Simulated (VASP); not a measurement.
**PbI₂ (1T layered): computed properties**

Computed with PBE GGA, VASP's PBE PAW potentials (set 64) (plane waves; VASP).

For PbI₂, the space group is P-3m1 (164), the cell is a = b = 4.678 Å, c = 7.671 Å, α = β = 90.00°, γ = 120.00° and the volume per atom is 48.47 Å³/atom. The band gap (over mesh and band path) is 2.42 eV. The smallest direct gap (over mesh and band path) comes out as 2.50 eV and the density is 5.26 g/cm³. The optical Γ-point spectrum comes out as 52 (×2), 70 (×2), 84, 107 cm⁻¹.

Space group P-3m1 (No. 164); a = 4.678 Å, b = 4.678 Å, c = 7.671 Å, α = 90.00°, β = 90.00°, γ = 120.00°

```tsv
atom	site	symmetry	x	y	z
Pb	1a	-3m.	0.0000	0.0000	0.0000
I	2d	3m.	0.3333	0.6667	0.2424
```

Measured: gap 2.40 eV (computed value off by +0.02 eV), as given by Wikipedia, List of semiconductor materials; a 4.558 Å (computed value off by +2.6 %), c 6.986 Å (computed value off by +9.8 %), as given by B Palosz, Journal of Physics Condensed Matter (1990), doi:10.1088/0953-8984/2/24/001. The calculation is for a static lattice, while the measured a, c hold thermal and zero-point effects, which are part of the difference. A miss this large can also come from another phase, state or cell setting, or from a fault of the measured value.   Without a dispersion term in the relaxation, distances and binding between the weakly bound layers, chains or molecules are unreliable, and so is what depends on them. Unless said otherwise, spin-orbit coupling is left out, though it shifts the bands of the heavy elements here.

The compound is PbI2 in the 1T layered structure. It was relaxed first, which changed the volume by +16 %. Symmetry was kept, so distortions that lower it aren't found.
